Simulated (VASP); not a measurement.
VASP ran on this input.

POSCAR:
```
SnO
1.0
  3.0811183687   0.0000000000   0.0000000000
  0.0000000000   3.0811183687   0.0000000000
  0.0000000000   0.0000000000   3.0811183687
Sn O
1 1
Cartesian
  0.0000000000   0.0000000000   0.0000000000
  1.5405591843   1.5405591843   1.5405591843
```

File KPOINTS:
```
Automatic mesh
0
Gamma
  8 8 8
0 0 0
```

**INCAR**
```
! general
SYSTEM  = SnO
PREC    = Accurate
ENCUT   = 520   ! plane-wave cut-off (eV)
LREAL   = .FALSE.   ! projection in real space or not
LASPH   = .TRUE.   ! aspherical one-centre terms

! electronic loop
EDIFF   = 1E-6
NELM    = 100
ALGO    = Normal   ! blocked Davidson
LMAXMIX = 4

! smearing
ISMEAR  = 0   ! Gaussian
SIGMA   = 0.05   ! width (eV)

! functional
GGA     = PS   ! PBEsol

! ions
IBRION  = 2
NSW     = 60   ! most ionic steps
ISIF    = 3
EDIFFG  = -0.01   ! ionic stop

! output
LWAVE   = .FALSE.
LCHARG  = .FALSE.
```

POTCAR, in this order: Sn_d O (PBE.64 set). Program: vasp_std.

**Question.** Translate this PBEsol calculation to Ansatz.

**Answer.** One equivalent input (not run):
Ansatz 0.2 input:
```yaml
crystal:
  lattice:
    - [3.0811184, 0.0000000, 0.0000000]
    - [0.0000000, 3.0811184, 0.0000000]
    - [0.0000000, 0.0000000, 3.0811184]
  atoms:
    - { symbol: Sn, position: [0.0000000, 0.0000000, 0.0000000] }
    - { symbol: O, position: [0.5000000, 0.5000000, 0.5000000] }
kpoints:
  mp_grid: { grid: [8, 8, 8] }
hamiltonian:
  xc: pbesol
  pseudopotentials: { kind: paw }
scf:
  occupations: { method: gaussian, width: 0.05 }
  max_iter: 100
relax:
  max_steps: 60
  f_tol: 0.01
  cell: {}
output: { forces: true, stress: true, eigenvalues: true }
```
Limits of the translation: each code has its own PAW files, so the cut-off isn't converted (ENCUT is set for VASP's; basis.ecutwfc is left out, and Ansatz then takes the one that its files recommend); Ansatz stops its SCF on the density residual and VASP on the energy change (EDIFF).

The structure was generated: SnO was put into the CsCl type type (Pm-3m), which need not be its known phase. It was relaxed first, which changed the volume by +55 %. The start is the result of an earlier pass.
